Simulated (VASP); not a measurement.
Shape and ions are relaxed at each volume.

Energy against volume of BN (wurtzite). Computed with LDA (Ceperley-Alder, Perdew-Zunger), VASP's LDA PAW potentials (set 64) (plane waves; VASP 6.6.1).

```json
[
 {"V (Å³/atom)": "5.423", "E (eV/atom)": "-9.65975"},
 {"V (Å³/atom)": "5.596", "E (eV/atom)": "-9.68186"},
 {"V (Å³/atom)": "5.769", "E (eV/atom)": "-9.68894"},
 {"V (Å³/atom)": "5.942", "E (eV/atom)": "-9.68295"},
 {"V (Å³/atom)": "6.115", "E (eV/atom)": "-9.66560"}
]
```

Fit a third-order Birch-Murnaghan equation of state.

The volume per atom is 5.77 Å³/atom and the bulk modulus is 402 GPa. The pressure derivative of the bulk modulus is 3.66.

Measured: bulk modulus 375 GPa (computed value off by +7.1 %), as given by Equation of state of wurtzitic boron nitride to 66 GPa, Appl. Phys. Lett., doi 10.1063/1.121186. The calculation is for a static lattice, while the measured bulk modulus holds thermal and zero-point effects, which are part of the difference.

The compound is BN in the wurtzite structure, a metastable high-pressure form. It was relaxed first.
